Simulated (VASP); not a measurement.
Wanted: the native input for a VASP 6.6.1 run.

| Quantity | Value |
| --- | --- |
| Task | single point |
| Functional | PBE |
| Dispersion | D3(BJ) |
| Potentials or basis | VASP PAW PBE potentials, release 64 (Si, H, N, C) |
| Cutoff | 400 eV |
| k mesh | 1 × 1 × 1 |
| Occupations | gaussian, width 0.05 eV |
| Spin | no spin polarisation |
| Further INCAR settings | LREAL = Auto; ALGO = Normal; EDIFF = 1e-07; ISYM = 0 |

The structure of Si48H21CN lies in POSCAR:

```
Si48H21CN
1.0
    7.6805938572      7.6805938572      0.0000000000
   -7.6805938572      7.6805938572      0.0000000000
    0.0000000000      0.0000000000     23.4276500000
Si H N C
48 21 1 1
Direct
    0.7005149941      0.2994850059      0.4169282877
    0.7994850059      0.7005149941      0.4169282877
    0.0494850059      0.9505149941      0.4451001274
    0.2994850059      0.2005149941      0.4169282877
    0.9505149941      0.5494850059      0.4451001274
    0.2005149941      0.7994850059      0.4169282877
    0.4505149941      0.0494850059      0.4451001274
    0.5494850059      0.4505149941      0.4451001274
    0.8750000000      0.3750000000      0.3773276449
    0.8750000000      0.8750000000      0.3773276449
    0.1250000000      0.1250000000      0.3773276449
    0.3750000000      0.3750000000      0.3773276449
    0.1250000000      0.6250000000      0.3773276449
    0.3750000000      0.8750000000      0.3773276449
    0.6250000000      0.1250000000      0.3773276449
    0.6250000000      0.6250000000      0.3773276449
    0.0000000000      0.2500000000      0.3193726217
    0.0000000000      0.7500000000      0.3193726217
    0.2500000000      0.0000000000      0.3193726217
    0.5000000000      0.2500000000      0.3193726217
    0.2500000000      0.5000000000      0.3193726217
    0.5000000000      0.7500000000      0.3193726217
    0.7500000000      0.0000000000      0.3193726217
    0.7500000000      0.5000000000      0.3193726217
    0.8750000000      0.1250000000      0.2614175984
    0.8750000000      0.6250000000      0.2614175984
    0.1250000000      0.8750000000      0.2614175984
    0.3750000000      0.1250000000      0.2614175984
    0.1250000000      0.3750000000      0.2614175984
    0.3750000000      0.6250000000      0.2614175984
    0.6250000000      0.8750000000      0.2614175984
    0.6250000000      0.3750000000      0.2614175984
    0.7500000000      0.2500000000      0.2034625752
    0.7500000000      0.7500000000      0.2034625752
    0.0000000000      0.0000000000      0.2034625752
    0.2500000000      0.2500000000      0.2034625752
    0.0000000000      0.5000000000      0.2034625752
    0.2500000000      0.7500000000      0.2034625752
    0.5000000000      0.0000000000      0.2034625752
    0.5000000000      0.5000000000      0.2034625752
    0.8750000000      0.3750000000      0.1455075520
    0.8750000000      0.8750000000      0.1455075520
    0.1250000000      0.1250000000      0.1455075520
    0.3750000000      0.3750000000      0.1455075520
    0.1250000000      0.6250000000      0.1455075520
    0.3750000000      0.8750000000      0.1455075520
    0.6250000000      0.1250000000      0.1455075520
    0.6250000000      0.6250000000      0.1455075520
    0.9516281893      0.2983718107      0.1067115140
    0.7983718107      0.4516281893      0.1067115140
    0.9516281893      0.7983718107      0.1067115140
    0.7983718107      0.9516281893      0.1067115140
    0.2016281893      0.0483718107      0.1067115140
    0.0483718107      0.2016281893      0.1067115140
    0.4516281893      0.2983718107      0.1067115140
    0.2983718107      0.4516281893      0.1067115140
    0.2016281893      0.5483718107      0.1067115140
    0.0483718107      0.7016281893      0.1067115140
    0.4516281893      0.7983718107      0.1067115140
    0.2983718107      0.9516281893      0.1067115140
    0.7016281893      0.0483718107      0.1067115140
    0.5483718107      0.2016281893      0.1067115140
    0.7016281893      0.5483718107      0.1067115140
    0.5483718107      0.7016281893      0.1067115140
    0.3338071475      0.7811921552      0.5074548063
    0.2438706342      0.6604907395      0.5036917290
    0.0673266064      0.7813819360      0.5257786134
    0.1757170560      0.7940293713      0.5821864452
    0.1644311319      0.9116519347      0.5298399763
    0.2468183091      0.7531816909      0.4984677724
    0.1597484893      0.8125401905      0.5366334325
```

The cell was built by a generator and needn't be a form met in nature.

These files were run (other wordings do the same):

INCAR

```
ALGO = Normal
EDIFF = 1E-7
ENCUT = 400
GGA = PE
ISIF = 2
ISMEAR = 0
ISYM = 0
IVDW = 12
LASPH = True
LCHARG = False
LREAL = Auto
LUSENCCL = False
LWAVE = False
NELM = 60
PREC = Accurate
SIGMA = 0.05
```

KPOINTS

```
k-points
0
Gamma
  1 1 1
```

Potentials or basis: VASP PAW PBE potentials, release 64 (Si, H, N, C).

The run is started by

```sh
$ cat potpaw_PBE.64/Si/POTCAR potpaw_PBE.64/H/POTCAR potpaw_PBE.64/N/POTCAR potpaw_PBE.64/C/POTCAR > POTCAR
$ mpirun -np 1 vasp_gam > vasp.out
```

Results of the run:

```
Largest force              : 2.221 eV/Å
Band gap on the k mesh     : 0.18 eV, direct
Dispersion energy per atom : -0.183 eV
```

Run time: 3.2 min on 1 × NVIDIA H100 80GB with 1 thread of AMD EPYC 7R13 Processor (Zen 3), with other jobs on the host, peak memory 2 GiB.
